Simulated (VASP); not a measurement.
Runs of VASP 6.6.1 on N2. The cell holds a molecule in a box, 2 atoms: a = 11.441 Å, b = 11.941 Å, c = 12.441 Å, α = 90.00°, β = 90.00°, γ = 90.00°. 

| task | level | cell | grid for exact exchange (PRECFOCK) | screening parameter | atoms held fixed (from 0) | gap on the mesh (eV) | largest force (eV/Å) |
| --- | --- | --- | --- | --- | --- | --- | --- |
| single point | optB86b-vdW | as given | - | - | - | 8.03 | 0.24 |
| single point | r2SCAN+rVV10 | as given | - | - | - | 8.77 | 0.91 |
| single point | HSE06+D3(BJ) | as given | Fast | 0.2 1/A | - | (c) | 1.64 |
| single point | PBEsol | as given | - | - | - | (b) | 0.25 |
| relaxation of the atoms | PBE+D3(BJ) | atoms relaxed | - | - | [0] | (a) | - |

Alike in all rows: potentials or basis VASP PAW PBE potentials, release 64 (N); no spin polarisation; k mesh 1 × 1 × 1; cutoff (eV) 400; smearing gaussian 0.01 eV.

Question: Fill in the values left out.

Answer: (a) 8.02; (b) 7.98; (c) 10.47.

Caveats: the standard files for N, O and F lose accuracy on very short bonds; the PAW data sets were made with another functional, which shifts forces and pressure a little (some runs).

